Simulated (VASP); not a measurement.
Here is the system:

```yaml
crystal:
  lattice:
    - [0.00000, 3.07439, 3.07439]
    - [3.07439, 0.00000, 3.07439]
    - [3.07439, 3.07439, 0.00000]
  atoms:
    - { symbol: Al, position: [0.25000, 0.25000, 0.25000] }
    - { symbol: Al, position: [0.75000, 0.75000, 0.75000] }
    - { symbol: Au, position: [0.00000, 0.00000, 0.00000] }
```

All values below come from rev-vdW-DF2, VASP's PBE PAW potentials (set 64) (plane waves; VASP). Numerical set-up: 520 eV cut-off, 9×9×9 Γ-centred mesh, first-order Methfessel-Paxton smearing of 0.10 eV, potentials Al Au.

Unless said otherwise, spin-orbit coupling is left out, though it shifts the bands of the heavy elements here.

Question: What does the run give for the energy per atom (σ→0), pressure, band gap (on the k-mesh) with the smallest direct gap where there is one?

Answer: 
```yaml
band gap (on the k-mesh): none (metal, semimetal or under 0.01 eV)
energy per atom (σ→0): -2.523 eV/atom
pressure: -5.40 GPa
```

The compound is AuAl2 in the fluorite structure. This cell is one point of a volume scan, at 1.06 of the reference volume. The electron count is odd and the run is not spin-polarised, which forces a metal.
